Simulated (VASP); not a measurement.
**Vibrations of WSe2: a test of the settings**

How far do the zone-centre frequencies of WSe2 depend on the numerical settings? The starting structure is a measured crystal structure from the Crystallography Open Database.

Calculated with VASP 6.6.1; Kohn-Sham DFT with plane waves and PAW; LDA.

## Step 1: The structure

The structure is hexagonal, space group P6_3/mmc (No. 194). The conventional cell has a = 3.282 Å, b = 3.282 Å, c = 12.960 Å, α = 90.00°, β = 90.00°, γ = 120.00°. Nearest to W lie 6 Se at 2.53 Å. Se has 3 W at 2.53 Å nearest. Farther neighbours and most contacts between anions are not listed.

Structure file:

```xyz
6
Lattice="3.2820 0.0000 0.0000 -1.6410 2.8423 0.0000 0.0000 0.0000 12.9600" Properties=species:S:1:pos:R:3 pbc="T T T"
W     1.6410    0.9474    9.7200
W     0.0000    1.8949    3.2400
Se    1.6410    0.9474    4.9105
Se    0.0000    1.8949   11.3905
Se    1.6410    0.9474    1.5695
Se    0.0000    1.8949    8.0495
```

## Step 2: Reference modes

The cell comes from a relaxation at this level, not shown (117.23 Å³).

File INCAR:

```
SYSTEM = WSe2
PREC = Accurate
ENCUT = 450
EDIFF = 1E-08
NELM = 100
ISMEAR = 0
SIGMA = 0.03
LREAL = .FALSE.
ALGO = Normal
GGA = CA
NBANDS = 24
LASPH = .TRUE.
LORBIT = 11
LWAVE = .FALSE.
LCHARG = .FALSE.
KPAR = 8
IBRION = 6
NFREE = 2
POTIM = 0.015
NSW = 1
ISIF = 2
```

File POSCAR:

```
WSe2
1.0
    3.2493452226      0.0000000000      0.0000000000
   -1.6246726113      2.8140155084      0.0000000000
    0.0000000000      0.0000000000     12.8205758161
W Se
2 4
Direct
    0.6666666667      0.3333333333      0.7500000000
    0.3333333333      0.6666666667      0.2500000000
    0.6666666667      0.3333333333      0.3801040014
    0.3333333333      0.6666666667      0.8801040014
    0.6666666667      0.3333333333      0.1198959986
    0.3333333333      0.6666666667      0.6198959986
```

File KPOINTS:

```
Automatic mesh
0
Gamma
9 9 2
0 0 0
```

The projector-augmented-wave data sets are W and Se (LDA family, release 64).

Run with:

```console
mpirun -np 8 vasp_std
```

Log:

```text
[banner, memory and clock lines left out]
running    8 mpi-ranks, on    1 nodes
 distrk:  each k-point on    1 cores,    8 groups
 distr:  one band on    1 cores,    1 groups

 POSCAR found type information on POSCAR W Se
 POSCAR found :  2 types and       6 ions
|                                                                             |
|           W    W    AA    RRRRR   N    N  II  N    N   GGGG   !!!           |
|           W    W   A  A   R    R  NN   N  II  NN   N  G    G  !!!           |
|           W    W  A    A  R    R  N N  N  II  N N  N  G       !!!           |
|           W WW W  AAAAAA  RRRRR   N  N N  II  N  N N  G  GGG   !            |
|           WW  WW  A    A  R   R   N   NN  II  N   NN  G    G                |
|           W    W  A    A  R    R  N    N  II  N    N   GGGG   !!!           |
|                                                                             |
|     For optimal performance we recommend to set                             |
|       NCORE = 2 up to number-of-cores-per-socket                            |
|     NCORE specifies how many cores store one orbital (NPAR=cpu/NCORE).      |
|     This setting can greatly improve the performance of VASP for DFT.       |
|     The default, NCORE=1 might be grossly inefficient on modern             |
|     multi-core architectures or massively parallel machines. Do your        |
|     Unfortunately you need to use the default for GW and RPA                |
|     calculations (for HF NCORE is supported but not extensively tested      |
|     yet).                                                                   |
|                                                                             |

 LDA part: xc-table for (Slater(with rela. corr.)+CA(PZ))
 , standard interpolation
 POSCAR, INCAR and KPOINTS ok, starting setup
 FFT: planning ... GRIDC
 FFT: planning ... GRID_SOFT
 FFT: planning ... GRID
 WAVECAR not read
 entering main loop
       N       E                     dE             d eps       ncg     rms          rms(c)
DAV:   1     0.163151572974E+03    0.16315E+03   -0.14668E+04  1152   0.117E+03
DAV:   2    -0.380372192063E+02   -0.20119E+03   -0.19399E+03  1584   0.236E+02
DAV:   3    -0.504286370918E+02   -0.12391E+02   -0.12296E+02  1504   0.614E+01
DAV:   4    -0.506522735393E+02   -0.22364E+00   -0.22303E+00  1496   0.831E+00
DAV:   5    -0.506576216052E+02   -0.53481E-02   -0.53448E-02  1560   0.109E+00    0.328E+01
DAV:   6    -0.491049450514E+02    0.15527E+01   -0.68903E+00  1632   0.122E+01    0.133E+01
DAV:   7    -0.488554860812E+02    0.24946E+00   -0.39879E+00  1504   0.981E+00    0.728E+00
DAV:   8    -0.486621293751E+02    0.19336E+00   -0.61462E-01  1544   0.445E+00    0.939E-01
DAV:   9    -0.486609076063E+02    0.12218E-02   -0.63599E-02  1560   0.130E+00    0.270E-01
DAV:  10    -0.486596943627E+02    0.12132E-02   -0.66475E-03  1576   0.440E-01    0.185E-01
DAV:  11    -0.486596859270E+02    0.84356E-05   -0.98342E-04  1520   0.167E-01    0.626E-02
DAV:  12    -0.486595956359E+02    0.90291E-04   -0.34777E-04  1592   0.102E-01    0.240E-02
DAV:  13    -0.486595969889E+02   -0.13530E-05   -0.21962E-05  1464   0.259E-02    0.783E-03
DAV:  14    -0.486595968871E+02    0.10185E-06   -0.55000E-06  1608   0.108E-02    0.775E-03
DAV:  15    -0.486595965841E+02    0.30297E-06   -0.13493E-06  1648   0.633E-03    0.617E-04
DAV:  16    -0.486595965881E+02   -0.40395E-08   -0.49640E-08  1424   0.124E-03
   1 F= -.48659597E+02 E0= -.48659597E+02  d E =-.338651E-18
[... from here on, the cycles between the ionic steps are left out ...]
   2 F= -.48657407E+02 E0= -.48657407E+02  d E =-.120840E-18
   3 F= -.48657407E+02 E0= -.48657407E+02  d E =-.120247E-18
   4 F= -.48656224E+02 E0= -.48656224E+02  d E =-.968769E-18
   5 F= -.48656224E+02 E0= -.48656224E+02  d E =-.967583E-18
   6 F= -.48658542E+02 E0= -.48658542E+02  d E =-.242232E-18
   7 F= -.48658542E+02 E0= -.48658542E+02  d E =-.242253E-18
   8 F= -.48657737E+02 E0= -.48657737E+02  d E =-.570065E-17
 Finite differences progress:
  Degree of freedom:   4/  4
  Displacement:        1/  2
  Total:               7/  8
 bond charge predicted
       N       E                     dE             d eps       ncg     rms          rms(c)
DAV:   1    -0.486557562036E+02    0.19806E-02   -0.80683E-01  1168   0.398E+00    0.432E-01
DAV:   2    -0.486577601040E+02   -0.20039E-02   -0.26824E-02  1520   0.882E-01    0.357E-01
DAV:   3    -0.486577113387E+02    0.48765E-04   -0.32003E-04  1320   0.104E-01    0.257E-01
DAV:   4    -0.486576543658E+02    0.56973E-04   -0.19964E-04  1520   0.717E-02    0.179E-02
DAV:   5    -0.486576507685E+02    0.35972E-05   -0.26048E-05  1480   0.341E-02    0.128E-02
DAV:   6    -0.486576500451E+02    0.72340E-06   -0.48546E-06  1520   0.132E-02    0.707E-03
DAV:   7    -0.486576495817E+02    0.46347E-06   -0.20802E-06  1408   0.763E-03    0.331E-03
DAV:   8    -0.486576495724E+02    0.92905E-08   -0.41903E-07  1536   0.346E-03    0.105E-03
DAV:   9    -0.486576495730E+02   -0.63164E-09   -0.51003E-08  1360   0.118E-03
   9 F= -.48657650E+02 E0= -.48657650E+02  d E =-.599909E-19
 Finite differences progress:
  Degree of freedom:   4/  4
  Displacement:        2/  2
  Total:               8/  8
```

The job ended after 86 s (8 MPI ranks of Intel Xeon Platinum 8488C (Sapphire Rapids), shared host; peak memory 3.4 GiB; 11 min of CPU time).

Lines that name or quote the potential files are left out of all logs, and their timing lines are given in words.

Parts of OUTCAR (step 2):

```text
ion  position               nearest neighbor table
   1  0.667  0.333  0.750-   4 2.51   6 2.51   4 2.51   6 2.51   4 2.51   6 2.51
   2  0.333  0.667  0.250-   3 2.51   5 2.51   3 2.51   5 2.51   3 2.51   5 2.51
   3  0.667  0.333  0.380-   2 2.51   2 2.51   2 2.51
   4  0.333  0.667  0.880-   1 2.51   1 2.51   1 2.51
   5  0.667  0.333  0.120-   2 2.51   2 2.51   2 2.51
   6  0.333  0.667  0.620-   1 2.51   1 2.51   1 2.51

  LATTYP: Found a hexagonal cell.
 ALAT       =     3.2493452226
 C/A-ratio  =     3.9455874762

 Subroutine GETGRP returns: Found 24 space group operations
 (whereof 12 operations were pure point group operations)

The static configuration has the point symmetry D_3d.
 The point group associated with its full space group is D_6h.

 Found     24 irreducible k-points:

   k-points           NKPTS =     24   k-points in BZ     NKDIM =     24   number of bands    NBANDS=     24

   dimension x,y,z NGX =    24 NGY =   24 NGZ =   90
   dimension x,y,z NGXF=    48 NGYF=   48 NGZF=  180

   ENCUT  =  450.0 eV  33.07 Ry    5.75 a.u.   5.62  5.62 22.18*2*pi/ulx,y,z

   NELECT =      36.0000    total number of electrons

 k-points in reciprocal lattice and weights: Automatic mesh
   0.00000000  0.00000000  0.00000000       0.006
   0.11111111 -0.00000000  0.00000000       0.037
   0.22222222  0.00000000  0.00000000       0.037
   0.33333333  0.00000000  0.00000000       0.037
   0.44444444  0.00000000  0.00000000       0.037
   0.11111111  0.11111111  0.00000000       0.037
   0.22222222  0.11111111  0.00000000       0.074
   0.33333333  0.11111111  0.00000000       0.074
   0.44444444  0.11111111  0.00000000       0.037
[...]
0.33333333  0.22222222  0.50000000       0.074
   0.33333333  0.33333333  0.50000000       0.012

 average (electrostatic) potential at core
       1 -40.5310       2 -40.5291       3 -58.9193       4 -58.9099       5 -58.9184
       6 -58.9077

 E-fermi :   5.8878

 k-point     1 :       0.0000    0.0000    0.0000
  band No.  band energies     occupation
    ...
     14       4.2098      2.00000
     15       4.2098      2.00000
     16       4.4358      2.00000
     17       4.7150      2.00000
     18       5.7101      2.00000
     19       8.4477      0.00000
     20       8.4477      0.00000
     21       8.5054      0.00000
     22       8.5054      0.00000
     23       8.5621      0.00000
    ...

 k-point     2 :       0.1111   -0.0000    0.0000
  band No.  band energies     occupation
    ...
     14       3.9007      2.00000
     15       4.0817      2.00000
     16       4.4884      2.00000
     17       4.9254      2.00000
     18       5.3899      2.00000
     19       7.9186      0.00000
     20       8.1067      0.00000
     21       8.2250      0.00000
     22       8.2614      0.00000
     23       8.2836      0.00000
    ...

 k-point     3 :       0.2222    0.0000    0.0000
  band No.  band energies     occupation
    ...
     14       3.6276      2.00000
     15       3.7157      2.00000
     16       4.3789      2.00000
     17       4.4100      2.00000
     18       4.5737      2.00000
     19       7.0403      0.00000
     20       7.8254      0.00000
     21       7.9568      0.00000
     22       8.0097      0.00000
     23       8.1256      0.00000
    ...

  Total        0.1853892      0.1853892      0.4548267      0.0000000      0.0000000      0.0000000
  in kB        2.5337577      2.5337577      6.2162238      0.0000000      0.0000000      0.0000000
  external PRESSURE =       3.7612464 kB  Pullay stress =       0.0000000 kB

  energy-cutoff  :      450.00
  volume of cell :      117.23
      direct lattice vectors                 reciprocal lattice vectors
     3.249345223  0.000000000  0.000000000     0.307754311  0.177682034  0.000000000
    -1.624672611  2.814015508  0.000000000     0.000000000  0.355364069  0.000000000
     0.000000000  0.000000000 12.820575816     0.000000000  0.000000000  0.077999617

 POSITION                                       TOTAL-FORCE (eV/Angst)
 -----------------------------------------------------------------------------------
      1.62467      0.93801      9.61543        -0.000000      0.000000     -0.000025
     -0.00000      1.87601      3.20514        -0.000000      0.000000     -0.226805
      1.62467      0.93801      4.85815        -0.000000     -0.000000      0.259576
     -0.00000      1.87601     11.28344         0.000000      0.000000      0.000638
      1.62467      0.93801      1.53714         0.000000      0.000000     -0.028206
     -0.00000      1.87601      7.94742         0.000000      0.000000     -0.005178
 -----------------------------------------------------------------------------------
    total drift:                                0.000000      0.000000      0.000172

  FREE ENERGIE OF THE ION-ELECTRON SYSTEM (eV)
  ---------------------------------------------------
  free  energy   TOTEN  =       -48.6576495730 eV

  energy  without entropy=      -48.6576495730  energy(sigma->0) =      -48.65764957

 Eigenvectors and eigenvalues of the dynamical matrix
 ----------------------------------------------------

   1 f  =    9.315290 THz    58.529696 2PiTHz  310.724642 cm-1    38.524928 meV
             X         Y         Z           dx          dy          dz
      1.624673  0.938005  9.615432    -0.000000    0.000000   -0.477268
     -0.000000  1.876010  3.205144     0.000000   -0.000000    0.477268
      1.624673  0.938005  4.873152    -0.000000    0.000000   -0.368928
     -0.000000  1.876010 11.283440     0.000000   -0.000000    0.368928
      1.624673  0.938005  1.537136    -0.000000    0.000000   -0.368928
     -0.000000  1.876010  7.947424     0.000000   -0.000000    0.368928

   2 f  =    9.241435 THz    58.065651 2PiTHz  308.261106 cm-1    38.219489 meV
             X         Y         Z           dx          dy          dz
      1.624673  0.938005  9.615432     0.000000   -0.000000    0.480607
     -0.000000  1.876010  3.205144     0.000000   -0.000000    0.480607
      1.624673  0.938005  4.873152    -0.000000    0.000000   -0.366754
     -0.000000  1.876010 11.283440    -0.000000    0.000000   -0.366754
      1.624673  0.938005  1.537136    -0.000000    0.000000   -0.366754
     -0.000000  1.876010  7.947424    -0.000000    0.000000   -0.366754

   3 f  =    7.644979 THz    48.034821 2PiTHz  255.009059 cm-1    31.617079 meV
             X         Y         Z           dx          dy          dz
      1.624673  0.938005  9.615432    -0.000000    0.000000   -0.000000
     -0.000000  1.876010  3.205144    -0.000000   -0.000000   -0.000000
      1.624673  0.938005  4.873152     0.000000    0.000000    0.500000
     -0.000000  1.876010 11.283440     0.000000   -0.000000    0.500000
      1.624673  0.938005  1.537136     0.000000    0.000000   -0.500000
     -0.000000  1.876010  7.947424     0.000000   -0.000000   -0.500000

   4 f  =    7.562482 THz    47.516473 2PiTHz  252.257232 cm-1    31.275897 meV
             X         Y         Z           dx          dy          dz
      1.624673  0.938005  9.615432    -0.000000    0.000000    0.000000
     -0.000000  1.876010  3.205144     0.000000    0.000000    0.000000
      1.624673  0.938005  4.873152    -0.000000   -0.000000   -0.500000
     -0.000000  1.876010 11.283440     0.000000   -0.000000    0.500000
      1.624673  0.938005  1.537136    -0.000000   -0.000000    0.500000
     -0.000000  1.876010  7.947424     0.000000   -0.000000   -0.500000

   5 f  =    7.469019 THz    46.929232 2PiTHz  249.139666 cm-1    30.889368 meV
             X         Y         Z           dx          dy          dz
      1.624673  0.938005  9.615432     0.480672   -0.000000    0.000000
     -0.000000  1.876010  3.205144     0.480672   -0.000000   -0.000000
      1.624673  0.938005  4.873152    -0.366712    0.000000    0.000000
     -0.000000  1.876010 11.283440    -0.366712    0.000000   -0.000000
      1.624673  0.938005  1.537136    -0.366712    0.000000   -0.000000
     -0.000000  1.876010  7.947424    -0.366712    0.000000    0.000000

   6 f  =    7.469019 THz    46.929232 2PiTHz  249.139666 cm-1    30.889368 meV
             X         Y         Z           dx          dy          dz
      1.624673  0.938005  9.615432    -0.000000   -0.480672   -0.000000
     -0.000000  1.876010  3.205144    -0.000000   -0.480672    0.000000
      1.624673  0.938005  4.873152     0.000000    0.366712   -0.000000
     -0.000000  1.876010 11.283440     0.000000    0.366712    0.000000
      1.624673  0.938005  1.537136     0.000000    0.366712    0.000000
     -0.000000  1.876010  7.947424     0.000000    0.366712   -0.000000

   7 f  =    7.462680 THz    46.889400 2PiTHz  248.928204 cm-1    30.863150 meV
             X         Y         Z           dx          dy          dz
      1.624673  0.938005  9.615432     0.479924   -0.000001   -0.000000
     -0.000000  1.876010  3.205144    -0.479924    0.000001    0.000000
      1.624673  0.938005  4.873152     0.367201   -0.000001   -0.000000
     -0.000000  1.876010 11.283440    -0.367201    0.000001    0.000000
      1.624673  0.938005  1.537136     0.367201   -0.000001    0.000000
     -0.000000  1.876010  7.947424    -0.367201    0.000001   -0.000000

   8 f  =    7.462680 THz    46.889400 2PiTHz  248.928204 cm-1    30.863150 meV
             X         Y         Z           dx          dy          dz
      1.624673  0.938005  9.615432    -0.000001   -0.479924   -0.000000
     -0.000000  1.876010  3.205144     0.000001    0.479924   -0.000000
      1.624673  0.938005  4.873152    -0.000001   -0.367201    0.000000
     -0.000000  1.876010 11.283440     0.000001    0.367201    0.000000
      1.624673  0.938005  1.537136    -0.000001   -0.367201   -0.000000
     -0.000000  1.876010  7.947424     0.000001    0.367201   -0.000000

   9 f  =    5.304150 THz    33.326956 2PiTHz  176.927391 cm-1    21.936191 meV
             X         Y         Z           dx          dy          dz
      1.624673  0.938005  9.615432     0.000000   -0.000000   -0.000000
     -0.000000  1.876010  3.205144     0.000000   -0.000000   -0.000000
      1.624673  0.938005  4.873152     0.500000    0.000006    0.000000
     -0.000000  1.876010 11.283440     0.500000    0.000006   -0.000000
      1.624673  0.938005  1.537136    -0.500000   -0.000006   -0.000000
     -0.000000  1.876010  7.947424    -0.500000   -0.000006   -0.000000

  10 f  =    5.304150 THz    33.326956 2PiTHz  176.927391 cm-1    21.936191 meV
             X         Y         Z           dx          dy          dz
      1.624673  0.938005  9.615432     0.000000    0.000000    0.000000
     -0.000000  1.876010  3.205144     0.000000    0.000000    0.000000
      1.624673  0.938005  4.873152     0.000006   -0.500000    0.000000
     -0.000000  1.876010 11.283440     0.000006   -0.500000    0.000000
      1.624673  0.938005  1.537136    -0.000006    0.500000    0.000000
     -0.000000  1.876010  7.947424    -0.000006    0.500000    0.000000

  11 f  =    5.254578 THz    33.015487 2PiTHz  175.273852 cm-1    21.731178 meV
             X         Y         Z           dx          dy          dz
      1.624673  0.938005  9.615432     0.000000   -0.000000   -0.000000
     -0.000000  1.876010  3.205144    -0.000000   -0.000000    0.000000
      1.624673  0.938005  4.873152    -0.500000   -0.000002   -0.000000
     -0.000000  1.876010 11.283440     0.500000    0.000002   -0.000000
      1.624673  0.938005  1.537136     0.500000    0.000002    0.000000
     -0.000000  1.876010  7.947424    -0.500000   -0.000002   -0.000000

  12 f  =    5.254578 THz    33.015487 2PiTHz  175.273852 cm-1    21.731178 meV
             X         Y         Z           dx          dy          dz
      1.624673  0.938005  9.615432    -0.000000   -0.000000   -0.000000
     -0.000000  1.876010  3.205144     0.000000    0.000000    0.000000
      1.624673  0.938005  4.873152     0.000002   -0.500000    0.000000
     -0.000000  1.876010 11.283440    -0.000002    0.500000   -0.000000
      1.624673  0.938005  1.537136    -0.000002    0.500000    0.000000
     -0.000000  1.876010  7.947424     0.000002   -0.500000   -0.000000

  13 f  =    1.150230 THz     7.227106 2PiTHz   38.367533 cm-1     4.756966 meV
             X         Y         Z           dx          dy          dz
      1.624673  0.938005  9.615432     0.000000    0.000000    0.521743
     -0.000000  1.876010  3.205144    -0.000000   -0.000000   -0.521743
      1.624673  0.938005  4.873152    -0.000000   -0.000000   -0.337479
     -0.000000  1.876010 11.283440     0.000000    0.000000    0.337479
      1.624673  0.938005  1.537136    -0.000000   -0.000000   -0.337479
     -0.000000  1.876010  7.947424     0.000000    0.000000    0.337479
    [... 42 further lines ...]
     -0.000000  1.876010 11.283440     0.000000    0.000000   -0.339841
      1.624673  0.938005  1.537136     0.000000    0.000000   -0.339841
     -0.000000  1.876010  7.947424     0.000000    0.000000   -0.339841

 ELASTIC MODULI CONTR FROM IONIC RELAXATION (kBar)
 Direction    XX          YY          ZZ          XY          YZ          ZX
 --------------------------------------------------------------------------------
 XX        -473.2246   -302.1460   -985.2411      0.0000      0.0000      0.0000
 YY        -302.1460   -473.2246   -985.2411      0.0000     -0.0000     -0.0000
 ZZ        -985.2411   -985.2411  -2503.8352      0.0000      0.0000     -0.0000
 XY           0.0000      0.0000      0.0000    -85.5393     -0.0000      0.0000
 YZ          -0.0000     -0.0000      0.0000     -0.0000  -1234.2392     -0.0000
 ZX           0.0000     -0.0000     -0.0000     -0.0000     -0.0000  -1234.2391
 --------------------------------------------------------------------------------

 total charge
# of ion       s       p       d       tot
------------------------------------------
    1        0.549   0.644   4.277   5.470
    2        0.549   0.644   4.277   5.470
    3        1.480   2.364   0.076   3.919
    4        1.480   2.364   0.076   3.919
    5        1.480   2.364   0.076   3.919
    6        1.480   2.364   0.076   3.919
--------------------------------------------------
tot          7.017  10.742   8.857  26.616

[... 3 further parts left out ...]
```

The last energy, forces, stress and levels in OUTCAR belong to the last displaced cell, not to the cell of POSCAR. The data set W keeps the semicore shell frozen, which is cheaper and a little less accurate.

Reference: the zone-centre modes are B1g (2) 310.7, A2u 308.3, A1g 255.0, B2u 252.3, E1g 176.9, E2u 175.3, B1g (1) 38.4, E2g 24.8 cm⁻¹ (levels within 1 cm⁻¹ of another are left out).

[end of part 1 of 2]

[Lines on the potential files, build, host, timing and source positions are cut from VASP's logs without a mark.]

[Logs are printed without paths, hosts, clocks, repeated set-up lines and the standing remarks that a program may print on its own settings, such as how far it seeks lower states.]

[Hosts, paths, dates, database ids (printed as entryN), source tags and the programs' standing remarks are cut or masked in the printed files.]
